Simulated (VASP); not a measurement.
Output of a VASP run:

File OSZICAR:
```
       N       E                     dE             d eps       ncg     rms          rms(c)
DAV:   1     0.152881346657E+03    0.15288E+03   -0.10002E+04  2880   0.193E+03
DAV:   2    -0.129880282837E+02   -0.16587E+03   -0.15982E+03  3020   0.450E+02
DAV:   3    -0.259567960637E+02   -0.12969E+02   -0.12583E+02  3516   0.120E+02
DAV:   4    -0.265879173758E+02   -0.63112E+00   -0.62400E+00  4008   0.245E+01
DAV:   5    -0.266067304287E+02   -0.18813E-01   -0.18812E-01  3696   0.359E+00    0.208E+01
DAV:   6    -0.218872646342E+02    0.47195E+01   -0.29310E+01  3420   0.739E+01    0.720E+00
DAV:   7    -0.216396106267E+02    0.24765E+00   -0.28064E+00  3304   0.228E+01    0.584E+00
DAV:   8    -0.216683269770E+02   -0.28716E-01   -0.71533E-01  3060   0.122E+01    0.363E+00
DAV:   9    -0.216165954178E+02    0.51732E-01   -0.13601E-01  3100   0.601E+00    0.102E+00
DAV:  10    -0.216151340886E+02    0.14613E-02   -0.60505E-02  3092   0.397E+00    0.649E-01
DAV:  11    -0.216131042425E+02    0.20298E-02   -0.91416E-03  3000   0.162E+00    0.977E-02
DAV:  12    -0.216130644638E+02    0.39779E-04   -0.70374E-04  4420   0.387E-01    0.342E-02
DAV:  13    -0.216130590945E+02    0.53693E-05   -0.79080E-05  3372   0.123E-01    0.573E-03
DAV:  14    -0.216130592099E+02   -0.11546E-06   -0.23343E-06  2868   0.198E-02
   1 F= -.19463306E+02 E0= -.19463382E+02  d E =-.194633E+02
```

File OUTCAR:
```
------------------------ aborting loop because EDIFF is reached ----------------------------------------
  FORCE on cell =-STRESS in cart. coord.  units (eV):
  Direction    XX          YY          ZZ          XY          YZ          ZX
  --------------------------------------------------------------------------------------
  Total        2.1240005      2.1240005      2.1240005      0.0000000      0.0000000      0.0000000
  in kB      197.6040928    197.6040928    197.6040928      0.0000000      0.0000000      0.0000000
  external PRESSURE =      -2.3959072 kB  Pullay stress =     200.0000000 kB
  volume of cell :       17.22
      direct lattice vectors                 reciprocal lattice vectors
     0.000000000  2.049650218  2.049650218    -0.243944062  0.243944062  0.243944062
     2.049650218  0.000000000  2.049650218     0.243944062 -0.243944062  0.243944062
     2.049650218  2.049650218  0.000000000     0.243944062  0.243944062 -0.243944062
 POSITION                                       TOTAL-FORCE (eV/Angst)
 -----------------------------------------------------------------------------------
      0.00000      0.00000      0.00000         0.000000     -0.000000     -0.000000
      2.04965      2.04965      2.04965        -0.000000      0.000000      0.000000
 -----------------------------------------------------------------------------------
    total drift:                                0.000000     -0.000000     -0.000000
  FREE ENERGIE OF THE ION-ELECTRON SYSTEM (eV)
  ---------------------------------------------------
  free  energy   TOTEN  =       -21.6130592099 eV

  energy  without entropy=      -21.6132886774  energy(sigma->0) =      -21.61313570
  enthalpy is  TOTEN    =       -19.4633056940 eV   P V=        2.1497535159

 reached required accuracy - stopping structural energy minimisation
```
(Selected blocks of OUTCAR.)

File POSCAR:
```
TiN
1
    0.0000000000     2.0496502176     2.0496502176
    2.0496502176     0.0000000000     2.0496502176
    2.0496502176     2.0496502176    -0.0000000000
Ti N
1 1
Direct
  0.0000000000   0.0000000000   0.0000000000
  0.5000000000   0.5000000000   0.5000000000
```

Q: Write an INCAR and KPOINTS that could have produced this output.

A: This is not unique; one that fits is the input of the run itself, LDA (Ceperley-Alder, Perdew-Zunger), plane waves, VASP's LDA PAW potentials (set 64).

KPOINTS:
```
K-points
0
G
  15 15 15
```

**INCAR**
```
IBRION = 2
ALGO = Normal   # blocked Davidson
EDIFF = 1E-6   # SCF stop (eV)
LCHARG = .FALSE.
PSTRESS = 200
LREAL = .FALSE.
LMAXMIX = 4   # l cut-off of mixed one-centre charges
ISIF = 3   # ions, shape and volume
NSW = 40   # most ionic steps
SIGMA = 0.1   # width (eV)
LASPH = .TRUE.   # aspherical one-centre terms
EDIFFG = -0.02   # ionic stop
PREC = Accurate
LWAVE = .FALSE.
SYSTEM = TiN
ISMEAR = 1
NELM = 100   # most electronic steps
ENCUT = 620   # plane-wave cut-off (eV)
```

POTCAR, in this order: Ti_sv N (LDA.64 set). Program: vasp_std.

The compound is TiN in the rock salt structure. It was relaxed first under an external pressure of 20 GPa. The electron count is odd and the run is not spin-polarised, which forces a metal.
